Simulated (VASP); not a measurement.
Energy against volume of CdF$_{2}$ (fluorite). Calculation: MS2 meta-GGA, VASP's PBE PAW potentials (set 64) (plane waves; VASP).

| V (Å³/atom) | E (eV/atom) |
|---|---|
| 12.388 | -4.33652 |
| 12.784 | -4.35157 |
| 13.179 | -4.35677 |
| 13.574 | -4.35381 |
| 13.970 | -4.34395 |

**Question.** Fit a third-order Birch-Murnaghan equation of state.

**Answer.** 
The volume per atom is 13.22 Å³/atom, the bulk modulus is 109 GPa and the pressure derivative of the bulk modulus is 4.98. The lattice constant a comes out as 5.414 Å.

The compound is CdF2 in the fluorite structure. It was relaxed first.
